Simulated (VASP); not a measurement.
A convergence study with VASP on La2O3 (a-type): one setting is varied, all else stays as given below, so the limit is that of these other settings.

```yaml
crystal:
  lattice:
    - [1.97000, -3.41214, 0.00000]
    - [1.97000, 3.41214, 0.00000]
    - [0.00000, 0.00000, 6.13000]
  atoms:
    - { symbol: La, position: [0.33333, 0.66667, 0.24700] }
    - { symbol: La, position: [0.66667, 0.33333, 0.75300] }
    - { symbol: O, position: [0.00000, 0.00000, 0.00000] }
    - { symbol: O, position: [0.33333, 0.66667, 0.64700] }
    - { symbol: O, position: [0.66667, 0.33333, 0.35300] }
```

Method: PBE GGA, VASP's PBE PAW potentials (set 64) (plane waves; VASP 6.6.1). The tightest run used: 700 eV cut-off, 15×15×9 Γ-centred mesh, Gaussian smearing of 0.050 eV, potentials La O.

The reference is 15×15×9 mesh, which took about 10 core-minutes. Costs are core time on shared hosts, one run each; read them as rough ratios.

Task: Of the settings 1×1×1 mesh; 2×2×1 mesh; 3×3×2 mesh; 4×4×2 mesh; 5×5×3 mesh; 6×6×3 mesh; 7×7×4 mesh; 8×8×5 mesh; 9×9×5 mesh; 10×10×6 mesh; 11×11×6 mesh; 12×12×7 mesh; 13×13×7 mesh; 14×14×8 mesh; 15×15×9 mesh, which is the lowest that keeps the difference from the reference in E (eV/atom) within 0.01 from there on, and what does it cost?

Result: 3×3×2 mesh; its cost over the reference is about 1/20.
```tsv
setting	difference in E (eV/atom)	cost over the reference
1×1×1 mesh	0.5424	about 1/50
2×2×1 mesh	0.1383	about 1/40
3×3×2 mesh	0.0004	about 1/20
4×4×2 mesh	0.0008	about 1/20
5×5×3 mesh	0.0000	about 1/10
6×6×3 mesh	0.0000	about 1/10
7×7×4 mesh	0.0000	about 1/7
8×8×5 mesh	0.0000	about 1/5
9×9×5 mesh	0.0000	about 1/4
10×10×6 mesh	0.0000	about 1/3
11×11×6 mesh	0.0000	about 1/3
12×12×7 mesh	0.0000	within a factor of 2
13×13×7 mesh	0.0000	within a factor of 2
14×14×8 mesh	0.0000	within a factor of 2
15×15×9 mesh	0.0000	reference
```

Left out are rungs that failed or repeat a setting and relaxations that didn't move; long series are thinned to 24 rows.

The compound is La2O3 in the a-type structure. The cell was not relaxed at this level, forces remain on its atoms.
